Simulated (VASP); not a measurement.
# La2O3 (P-3m1): a series in a change of volume

How do the elastic response and the band edges of La2O3 follow a change of volume?

Program: VASP 6.6.1. Level of theory: LDA; plane waves and PAW (La, O), in the first sound run; inputs show where later runs differ. Results are calculated unless marked as measured.

## 1. The starting structure

It takes space group P-3m1 (No. 164, trigonal). The conventional cell has a = 3.931 Å, b = 3.931 Å, c = 6.112 Å, α = 90.00°, β = 90.00°, γ = 120.00°. Nearest to La lie 7 O at 2.36 to 2.72 Å. O has 4 La at 2.36 to 2.44 Å nearest. Nearest to O lie 6 La at 2.72 Å. Farther neighbours and most contacts between anions are not listed.

## 2. Relax the crystal, LDA

The series starts from the cell that this level prefers, so that zero strain is near zero stress.

This step took 2 runs in a row; the last is shown.

Level: LDA; plane waves and PAW (La, O).

INCAR reads:

```
SYSTEM = La2O3
PREC = Accurate
ENCUT = 600
EDIFF = 1E-07
NELM = 120
ISMEAR = 0
SIGMA = 0.02
LREAL = .FALSE.
ALGO = Normal
GGA = CA
NBANDS = 26
LASPH = .TRUE.
LORBIT = 11
LWAVE = .FALSE.
LCHARG = .FALSE.
KPAR = 16
IBRION = 2
NSW = 40
ISIF = 3
EDIFFG = -0.005
POTIM = 0.4
```

POSCAR reads:

```
La2O3
1.0
    3.8823104827      0.0000000000      0.0000000000
   -1.9411552414      3.3621795027      0.0000000000
    0.0000000000      0.0000000000      5.9406385269
La O
2 3
Direct
    0.6666666670      0.3333333330      0.7563128341
    0.3333333330      0.6666666670      0.2436871659
    0.6666666670      0.3333333330      0.3532176879
    0.3333333330      0.6666666670      0.6467823121
    0.0000000000      0.0000000000      0.0000000000
```

KPOINTS reads:

```
Automatic mesh
0
Gamma
9 9 5
0 0 0
```

The projector-augmented-wave data sets are La and O (LDA family, release 64).

Command:

```sh
mpirun -np 16 vasp_std
```

What it wrote:

```text
[banner, memory and clock lines left out]
running   16 mpi-ranks, on    1 nodes
[...]
|                                                                             |
|           W    W    AA    RRRRR   N    N  II  N    N   GGGG   !!!           |
|           W    W   A  A   R    R  NN   N  II  NN   N  G    G  !!!           |
|           W    W  A    A  R    R  N N  N  II  N N  N  G       !!!           |
|           W WW W  AAAAAA  RRRRR   N  N N  II  N  N N  G  GGG   !            |
|           WW  WW  A    A  R   R   N   NN  II  N   NN  G    G                |
|           W    W  A    A  R    R  N    N  II  N    N   GGGG   !!!           |
|                                                                             |
|     For optimal performance we recommend to set                             |
|       NCORE = 2 up to number-of-cores-per-socket                            |
|     NCORE specifies how many cores store one orbital (NPAR=cpu/NCORE).      |
|     This setting can greatly improve the performance of VASP for DFT.       |
[...]
|     Unfortunately you need to use the default for GW and RPA                |
|     calculations (for HF NCORE is supported but not extensively tested      |
|     yet).                                                                   |
|                                                                             |

 LDA part: xc-table for (Slater(with rela. corr.)+CA(PZ))
 , standard interpolation
 POSCAR, INCAR and KPOINTS ok, starting setup
[...]
entering main loop
       N       E                     dE             d eps       ncg     rms          rms(c)
DAV:   1     0.482535431666E+03    0.48254E+03   -0.17149E+04  2672   0.272E+03
DAV:   2     0.933345560205E+02   -0.38920E+03   -0.37738E+03  3536   0.392E+02
DAV:   3    -0.332040572975E+02   -0.12654E+03   -0.12342E+03  4480   0.212E+02
DAV:   4    -0.503956941590E+02   -0.17192E+02   -0.17163E+02  4456   0.861E+01
[...]
DAV:  15    -0.459050438328E+02   -0.96628E-06   -0.89222E-06  3968   0.235E-02    0.268E-03
DAV:  16    -0.459050438835E+02   -0.50745E-07   -0.10782E-06  4704   0.842E-03    0.102E-03
DAV:  17    -0.459050438907E+02   -0.71786E-08   -0.10365E-07  2632   0.335E-03
   1 F= -.45905044E+02 E0= -.45905044E+02  d E =-.459050E+02
[...]
reached required accuracy - stopping structural energy minimisation
```

Wall time 1.7 min (16 MPI ranks of AMD EPYC 7571, shared host); peak memory 4.2 GiB.

The logs omit lines about the potential files and the build; timing stands in the text.

Parts of OUTCAR (step 2):

```text
  Total        0.0144652      0.0144652      0.0208712     -0.0000000     -0.0000000     -0.0000000
  in kB        0.2988767      0.2988767      0.4312338     -0.0000000     -0.0000000     -0.0000000
  external PRESSURE =       0.3429958 kB  Pullay stress =       0.0000000 kB

 POSITION                                       TOTAL-FORCE (eV/Angst)
 -----------------------------------------------------------------------------------
      1.94116      1.12073      4.49298        -0.000000      0.000000     -0.002990
     -0.00000      2.24145      1.44766         0.000000     -0.000000      0.002990
      1.94116      1.12073      2.09834         0.000000      0.000000     -0.001204
     -0.00000      2.24145      3.84230        -0.000000     -0.000000      0.001204
      0.00000      0.00000      0.00000        -0.000000      0.000000      0.000000
 -----------------------------------------------------------------------------------
    total drift:                               -0.000000      0.000000     -0.000000

  FREE ENERGIE OF THE ION-ELECTRON SYSTEM (eV)
  ---------------------------------------------------
  free  energy   TOTEN  =       -45.9050438907 eV

  energy  without entropy=      -45.9050438907  energy(sigma->0) =      -45.90504389

 reached required accuracy - stopping structural energy minimisation

[... 3 further parts left out ...]
[key lines of the parts left out:]
E-fermi :   6.2811
```

Read from the output:

```
energy(sigma→0) of the program : -45.9050 eV
stress, compression positive   : xx, yy, zz 0.03, 0.03, 0.04 GPa
volume                         : 77.543 Å³
ionic steps                    : 1
```

## 3. Relax at fixed volume, LDA

One member in full: the volume is scaled by 1.02, and shape and atoms relax at that volume.

Level: LDA; plane waves and PAW (La, O).

INCAR, as its differences from that of step 2:

```diff
@@ -15,7 +15,7 @@
 LCHARG = .FALSE.
-KPAR = 16
+KPAR = 4
 IBRION = 2
 NSW = 40
-ISIF = 3
-EDIFFG = -0.005
+ISIF = 4
+EDIFFG = -0.004
 POTIM = 0.4
```

POSCAR, as its differences from that of step 2:

```diff
@@ -2,5 +2,5 @@
 1.0
-    3.8823104827      0.0000000000      0.0000000000
-   -1.9411552414      3.3621795027      0.0000000000
-    0.0000000000      0.0000000000      5.9406385269
+    3.9080218974      0.0000000000      0.0000000000
+   -1.9540109488      3.3844462410      0.0000000000
+    0.0000000000      0.0000000000      5.9799816505
 La O
```

KPOINTS is that of step 2.

Command:

```sh
mpirun -np 4 vasp_std
```

What it wrote:

```text
[banner, memory and clock lines left out]
running    4 mpi-ranks, on    1 nodes
[...]
LDA part: xc-table for (Slater(with rela. corr.)+CA(PZ))
 , standard interpolation
 POSCAR, INCAR and KPOINTS ok, starting setup
[...]
entering main loop
       N       E                     dE             d eps       ncg     rms          rms(c)
DAV:   1     0.477227910382E+03    0.47723E+03   -0.17200E+04  2720   0.268E+03
DAV:   2     0.905197596248E+02   -0.38671E+03   -0.37491E+03  3584   0.388E+02
DAV:   3    -0.339770297358E+02   -0.12450E+03   -0.12171E+03  4472   0.211E+02
DAV:   4    -0.504328282455E+02   -0.16456E+02   -0.16428E+02  4430   0.845E+01
[...]
DAV:  14    -0.458936183614E+02    0.21185E-04   -0.18150E-04  4552   0.117E-01    0.455E-03
DAV:  15    -0.458936194740E+02   -0.11126E-05   -0.10695E-05  4200   0.260E-02    0.281E-03
DAV:  16    -0.458936195261E+02   -0.52056E-07   -0.97931E-07  4440   0.843E-03
   1 F= -.45893620E+02 E0= -.45893620E+02  d E =-.458936E+02
[... from here on, the cycles between the ionic steps are left out ...]
   2 F= -.45895389E+02 E0= -.45895389E+02  d E =-.176932E-02
   3 F= -.45895568E+02 E0= -.45895568E+02  d E =-.194861E-02
   4 F= -.45895986E+02 E0= -.45895986E+02  d E =-.418297E-03
   5 F= -.45896231E+02 E0= -.45896231E+02  d E =-.662498E-03
   6 F= -.45896321E+02 E0= -.45896321E+02  d E =-.907584E-04
   7 F= -.45896351E+02 E0= -.45896351E+02  d E =-.119999E-03
[...]
reached required accuracy - stopping structural energy minimisation
```

The job ended after 8.5 min (4 MPI ranks; peak memory 0.99 GiB).

From OUTCAR (step 3):

```text
  Total       -1.1568637     -1.1568637     -1.1611234      0.0000000      0.0000000     -0.0000000
  in kB      -23.4341027    -23.4341026    -23.5203886      0.0000000      0.0000000     -0.0000000
  external PRESSURE =     -23.4628646 kB  Pullay stress =       0.0000000 kB

 POSITION                                       TOTAL-FORCE (eV/Angst)
 -----------------------------------------------------------------------------------
      1.94741      1.12434      4.54335         0.000000     -0.000000     -0.003469
     -0.00000      2.24867      1.47727        -0.000000      0.000000      0.003469
      1.94741      1.12434      2.13337         0.000000     -0.000000     -0.000346
     -0.00000      2.24867      3.88725        -0.000000      0.000000      0.000346
      0.00000      0.00000      0.00000         0.000000     -0.000000      0.000000
 -----------------------------------------------------------------------------------
    total drift:                               -0.000000      0.000000      0.000000

  FREE ENERGIE OF THE ION-ELECTRON SYSTEM (eV)
  ---------------------------------------------------
  free  energy   TOTEN  =       -45.8963506295 eV

  energy  without entropy=      -45.8963506295  energy(sigma->0) =      -45.89635063

[... 2 parts as in an earlier step ...]

[... 2 further parts left out ...]
[key lines of the parts left out:]
E-fermi :   6.1336
```

This run gave:

* energy(sigma→0) of the program: -45.8964 eV
* stress, compression positive: xx, yy, zz -2.34, -2.34, -2.35 GPa
* ionic steps: 7

(Continued in part 2 of 3.)

[Lines on the potential files, build, host, timing and source positions are cut from VASP's logs without a mark.]

[Logs are printed without paths, hosts, clocks, repeated set-up lines and the standing remarks that a program may print on its own settings, such as how far it seeks lower states.]

[Hosts, paths, dates, database ids (printed as entryN), source tags and the programs' standing remarks are cut or masked in the printed files.]

[In band tables of VASP the shares of atoms and orbitals are scaled to a sum of 1 inside the atoms' spheres.]
